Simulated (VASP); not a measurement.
Input:

```xyz
4
Lattice="3.4835 0.0000 0.0000 0.0000 3.4835 0.0000 0.0000 0.0000 3.4835" Properties=species:S:1:pos:R:3 pbc="T T T"
Fe     0.0000     0.0000     0.0000
Ni     0.0000     1.7418     1.7418
Ni     1.7418     0.0000     1.7418
Ni     1.7418     1.7418     0.0000
```
Starting moments (μB, in the order of the record's atoms Fe Ni Ni Ni): 2.8 0.6 0.6 0.6.

All values below come from AM05 GGA, VASP's PBE PAW potentials (set 64) (plane waves; VASP). Run with 520 eV cut-off, Gaussian smearing of 0.050 eV, potentials Fe Ni.

**Question.** What does the run give for the cell moment, band gap (along the path) with the smallest direct gap where there is one?

**Answer.** 
```yaml
band gap (along the path): none (metal, semimetal or under 0.01 eV)
cell_moment: 4.61 μB
```

The absolute energy has meaning only against runs of the same code, potentials and settings.

The compound is Ni3Fe in the L1_2 structure. It was relaxed first, which changed the volume by -6 %.
